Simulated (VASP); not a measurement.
Data:

```xyz
4
Lattice="3.1121 0.0000 0.0000 -1.5561 2.6952 0.0000 0.0000 0.0000 5.4480" Properties=species:S:1:pos:R:3 pbc="T T T"
Ru     0.0000     1.7968     0.0385
Ru     1.5561     0.8984     2.7624
N      0.0000     1.7968     2.0045
N      1.5561     0.8984     4.7285
```

All values below come from PBEsol GGA, VASP's PBE PAW potentials (set 64) (plane waves; VASP). Numerical set-up: 520 eV cut-off, 13×13×7 Γ-centred mesh, tetrahedra with Blöchl corrections, potentials Ru_pv N.

Task: Estimate the energy per atom (σ→0), band gap (on the k-mesh) with the smallest direct gap where there is one.

Result: 
```
Item                                                         Value
------------------------  ----------------------------------------
band gap (on the k-mesh)  none (metal, semimetal or under 0.01 eV)
energy per atom (σ→0)                               -9.084 eV/atom
```

Only differences to runs with the same potentials and settings are physical.

The structure was generated: RuN was put into the wurtzite type (P6_3mc), which need not be its known phase. It was relaxed first, which changed the volume by -27 %.
